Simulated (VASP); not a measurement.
Energy against volume of BAs (zinc blende). Level of theory: rev-vdW-DF2, VASP's PBE PAW potentials (set 64) (plane waves; VASP). Settings: 520 eV cut-off, 9×9×9 Γ-centred mesh, Gaussian smearing of 0.050 eV, potentials B As.

| V (Å³/atom) | E (eV/atom) |
|---|---|
| 13.042 | -4.76315 |
| 13.459 | -4.78099 |
| 13.875 | -4.78660 |
| 14.291 | -4.78172 |

Fit these four points and predict the energy of the run at 14.707 Å³/atom.

A cubic in V^(−2/3), the third-order Birch-Murnaghan form, passes through the four points with V0 = 13.88 Å³/atom and B0 = 134 GPa, and gives -4.7678 eV/atom there. The run gave -4.7679 eV/atom, -0.1 meV/atom from the fit; all five points give B0 = 134 GPa.

The compound is BAs in the zinc blende structure. It was relaxed first.
